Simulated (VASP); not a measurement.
A VASP calculation is set up with these files.

File POSCAR:
```
Cs2Se
1
    5.3663515509     0.0000000000     0.0000000000
   -2.6831757755     4.6473972173     0.0000000000
    0.0000000000     0.0000000000     5.1895895388
Cs Se
2 1
Direct
  0.6666670000   0.3333330000   0.7146179238
  0.3333330000   0.6666670000   0.2853820762
  0.0000000000   0.0000000000   0.0000000000
```

INCAR:
```
# general
SYSTEM =Cs2Se
PREC   =Accurate
ENCUT  =400
LREAL  =.FALSE.
LASPH  =.TRUE.

# electronic loop
EDIFF  =1E-8
NELM   =100
ALGO   =Normal
LMAXMIX=4

# smearing
ISMEAR =0
SIGMA  =0.05

# ions
IBRION =1
NSW    =30
ISIF   =2
EDIFFG =-0.001

# output
LWAVE  =.FALSE.
LCHARG =.FALSE.
```

**KPOINTS**
```
Automatic mesh
0
Gamma
5 5 4
0 0 0
```

POTCAR, in this order: Cs_sv Se (LDA.64 set). Program: vasp_std.

Problem. Write an equivalent input for Ansatz.

Solution. One equivalent input (not run):
Ansatz 0.2 input:
```yaml
crystal:
  lattice:
    - [5.3663516, 0.0000000, 0.0000000]
    - [-2.6831758, 4.6473972, 0.0000000]
    - [0.0000000, 0.0000000, 5.1895895]
  atoms:
    - { symbol: Cs, position: [0.6666670, 0.3333330, 0.7146179] }
    - { symbol: Cs, position: [0.3333330, 0.6666670, 0.2853821] }
    - { symbol: Se, position: [0.0000000, 0.0000000, 0.0000000] }
kpoints:
  mp_grid: { grid: [5, 5, 4] }
hamiltonian:
  xc: lda
  pseudopotentials: { kind: paw }
scf:
  occupations: { method: gaussian, width: 0.05 }
  max_iter: 100
relax:
  max_steps: 30
  f_tol: 0.001
output: { forces: true, stress: true, eigenvalues: true }
```
The two are equivalent in intent, not identical: each code has its own PAW files, so the cut-off isn't converted (ENCUT is set for VASP's; basis.ecutwfc is left out, and Ansatz then takes the one that its files recommend); Ansatz stops its SCF on the density residual and VASP on the energy change (EDIFF); Ansatz's lda is the Perdew-Wang form, while the LDA potentials of VASP carry Perdew-Zunger's.

The structure comes from a computed database's Cs2Se entry (P-3m1); how it stands against other phases isn't given here. This run relaxes the ions in a fixed cell. Symmetry was kept, so distortions that lower it aren't found. The start is the result of an earlier pass.
